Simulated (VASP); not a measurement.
Here is the system:

```yaml
crystal:
  lattice:
    - [2.99567, 0.00000, 0.00000]
    - [-1.49784, 2.59433, 0.00000]
    - [0.00000, 0.00000, 4.86376]
  atoms:
    - { symbol: Ga, position: [0.33333, 0.66667, 0.25000] }
    - { symbol: Ga, position: [0.66667, 0.33333, 0.75000] }
```

These are PBE GGA, VASP's PBE PAW potentials (set 64) (plane waves; VASP 6.6.1) values and carry that method's errors. Settings: 300 eV cut-off, 10×10×6 Γ-centred mesh, Gaussian smearing of 0.20 eV, potentials Ga_d.

Give the energies of bands 11 to 16 at the high-symmetry points, in eV from the Fermi level.

```json
[
 {"band": "11", "Γ": "-11.10", "M": "-5.71", "K": "-3.90", "A": "-9.47", "L": "-4.16", "H": "-2.70"},
 {"band": "12", "Γ": "-4.95", "M": "-4.92", "K": "-3.90", "A": "-9.47", "L": "-4.16", "H": "-2.70"},
 {"band": "13", "Γ": "-4.00", "M": "0.36", "K": "-2.34", "A": "3.63", "L": "-3.19", "H": "-1.76"},
 {"band": "14", "Γ": "9.51", "M": "0.60", "K": "2.33", "A": "3.63", "L": "-3.19", "H": "-1.76"},
 {"band": "15", "Γ": "9.51", "M": "0.98", "K": "2.33", "A": "10.70", "L": "6.49", "H": "-0.68"},
 {"band": "16", "Γ": "11.48", "M": "3.09", "K": "2.71", "A": "10.70", "L": "6.49", "H": "-0.68"}
]
```

It has no gap at this level: it comes out as a metal or semimetal.

The structure was generated: Ga was put into an ordered model structure, which need not be its known phase. The cell was not relaxed at this level.
